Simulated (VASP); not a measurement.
Energy against volume of PbO2 (rutile). Method: MS2 meta-GGA, VASP's PBE PAW potentials (set 64) (plane waves; VASP). Run with 520 eV cut-off, 5×5×7 Γ-centred mesh, Gaussian smearing of 0.050 eV, potentials Pb_d O.

Shape and ions are relaxed at each volume.

| V (Å³/atom) | E (eV/atom) |
|---|---|
| 13.435 | -0.19918 |
| 13.864 | -0.21831 |
| 14.293 | -0.22474 |
| 14.722 | -0.22080 |

Task: Fit these four points and predict the energy of the run at 15.150 Å³/atom.

Result: A cubic in V^(−2/3), the third-order Birch-Murnaghan form, passes through the four points with V0 = 14.33 Å³/atom and B0 = 127 GPa, and gives -0.2084 eV/atom there. The run gave -0.2085 eV/atom, -0.1 meV/atom from the fit; all five points give B0 = 126 GPa.

The compound is PbO2 in the rutile structure. It was relaxed first.
